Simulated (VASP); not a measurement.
Level of theory: PBE GGA, VASP's PBE PAW potentials (set 64) (plane waves; VASP).

Input for VASP

### POSCAR
```
Te
1
    2.2300000000    -3.8624730000     0.0000000000
    2.2300000000     3.8624730000     0.0000000000
    0.0000000000     0.0000000000     5.9300000000
Te
3
Direct
  0.0000000000   0.2630000000   0.6666670000
  0.7370000000   0.7370000000   0.0000000000
  0.2630000000   0.0000000000   0.3333330000
```

INCAR:
```
SYSTEM  =  Te
PREC  =  Single; ENCUT  =  400; LREAL  =  .FALSE.
LASPH  =  .TRUE.
EDIFF  =  1E-6; NELM  =  100; ALGO  =  Normal
LMAXMIX  =  4
ISMEAR  =  0; SIGMA  =  0.05
GGA  =  PE
ISIF  =  2
LWAVE  =  .FALSE.; LCHARG  =  .FALSE.
```

File KPOINTS:
```
Automatic mesh
0
Gamma
6 6 4
0 0 0
```

POTCAR, in this order: Te (PBE.64 set). Program: vasp_std.

### Question
What will the output report for the number of irreducible k-points (NKPTS), number of bands (NBANDS), largest plane-wave count, number of space-group operations, FFT grid (NGX, NGY, NGZ)?

### Answer

```yaml
number of irreducible k-points (NKPTS): 24
number of bands (NBANDS): 13
largest_plane_wave_count: 1892
number_of_space_group_operations: 6
FFT grid (NGX, NGY, NGZ): 30 × 30 × 40
```

The compound is Te in the trig structure. The cell was not relaxed at this level. The run is one of a series of settings (PREC = Single against the base run), some of them coarse on purpose.
